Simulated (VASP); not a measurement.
Output of a VASP run:

File OSZICAR:
```
       N       E                     dE             d eps       ncg     rms          rms(c)
DAV:   1     0.198976547988E+03    0.19898E+03   -0.13857E+04  3870   0.332E+03
DAV:   2    -0.181173026991E+01   -0.20079E+03   -0.19895E+03  3585   0.540E+02
DAV:   3    -0.167159993704E+02   -0.14904E+02   -0.14640E+02  4003   0.134E+02
DAV:   4    -0.171159675825E+02   -0.39997E+00   -0.39467E+00  4224   0.223E+01
DAV:   5    -0.171233723649E+02   -0.74048E-02   -0.73822E-02  4386   0.297E+00    0.205E+01
DAV:   6    -0.157996137428E+02    0.13238E+01   -0.42350E+01  3831   0.481E+01    0.101E+01
DAV:   7    -0.145089040813E+02    0.12907E+01   -0.12419E+01  3820   0.308E+01    0.482E+00
DAV:   8    -0.144685279321E+02    0.40376E-01   -0.74088E-01  3749   0.771E+00    0.941E-01
DAV:   9    -0.144581437495E+02    0.10384E-01   -0.52120E-02  3784   0.243E+00    0.268E-01
DAV:  10    -0.144578348707E+02    0.30888E-03   -0.40107E-03  4633   0.793E-01    0.112E-01
DAV:  11    -0.144578066874E+02    0.28183E-04   -0.12348E-04  4230   0.174E-01    0.353E-02
DAV:  12    -0.144578062973E+02    0.39016E-06   -0.88674E-06  4068   0.357E-02    0.504E-03
DAV:  13    -0.144578061103E+02    0.18702E-06   -0.81885E-07  4502   0.147E-02    0.215E-03
DAV:  14    -0.144578062792E+02   -0.16898E-06   -0.68555E-08  2001   0.284E-03    0.476E-04
DAV:  15    -0.144578062553E+02    0.23930E-07   -0.12588E-08  1893   0.176E-03
   1 F= -.14457806E+02 E0= -.14457806E+02  d E =0.000000E+00
```

File OUTCAR:
```
------------------------ aborting loop because EDIFF is reached ----------------------------------------
  FORCE on cell =-STRESS in cart. coord.  units (eV):
  Direction    XX          YY          ZZ          XY          YZ          ZX
  --------------------------------------------------------------------------------------
  Total       -0.0089652     -0.0089652     -0.0089652      0.0000000      0.0000000      0.0000000
  in kB       -0.4749892     -0.4749892     -0.4749892      0.0000000      0.0000000      0.0000000
  external PRESSURE =      -0.4749892 kB  Pullay stress =       0.0000000 kB
  volume of cell :       30.24
      direct lattice vectors                 reciprocal lattice vectors
     0.000000000  2.472783870  2.472783870    -0.202201254  0.202201254  0.202201254
     2.472783870  0.000000000  2.472783870     0.202201254 -0.202201254  0.202201254
     2.472783870  2.472783870  0.000000000     0.202201254  0.202201254 -0.202201254
 POSITION                                       TOTAL-FORCE (eV/Angst)
 -----------------------------------------------------------------------------------
      0.00000      0.00000      0.00000        -0.000000      0.000000     -0.000000
      2.47278      2.47278      2.47278         0.000000     -0.000000      0.000000
 -----------------------------------------------------------------------------------
    total drift:                                0.000000     -0.000000      0.000000
  FREE ENERGIE OF THE ION-ELECTRON SYSTEM (eV)
  ---------------------------------------------------
  free  energy   TOTEN  =       -14.4578062553 eV

  energy  without entropy=      -14.4578062553  energy(sigma->0) =      -14.45780626

 total charge

# of ion       s       p       d       tot
------------------------------------------
    1        1.160   1.397  10.053  12.610
    2        2.219   6.180   3.188  11.587
--------------------------------------------------
tot          3.379   7.577  13.241  24.197
```
(Selected blocks of OUTCAR.)

**POSCAR**
```
VGe
1
    0.0000000000     2.4727838704     2.4727838704
    2.4727838704    -0.0000000000     2.4727838704
    2.4727838704     2.4727838704     0.0000000000
Ge V
1 1
Direct
  0.0000000000   0.0000000000   0.0000000000
  0.5000000000   0.5000000000   0.5000000000
```

Write an INCAR and KPOINTS that could have produced this output.

One answer among several that fit: the input of the run itself, PBEsol GGA, plane waves, VASP's PBE PAW potentials (set 64).

KPOINTS:
```
Automatic mesh
0
Gamma
14 14 14
0 0 0
```

**INCAR**
```
# general
SYSTEM  = VGe
PREC    = Accurate
ENCUT   = 400
LREAL   = F
LASPH   = T

# electronic loop
EDIFF   = 1E-7
NELM    = 100
ALGO    = Normal
LMAXMIX = 4

# smearing
ISMEAR  = -5

# functional
GGA     = PS

# ions
ISIF    = 2

# output
LWAVE   = F
LCHARG  = T
LORBIT  = 11
NEDOS   = 601
```

POTCAR, in this order: Ge_d V_sv (PBE.64 set). Program: vasp_std.

For a metal the tetrahedron method with Blöchl corrections gives inexact stress and forces.

The structure was generated: VGe was put into the rocksalt type (Fm-3m), which need not be its known phase. It was relaxed first, which changed the volume by -21 %. The run is not spin-polarised, so no magnetic state was tried. The electron count is odd and the run is not spin-polarised, which forces a metal.
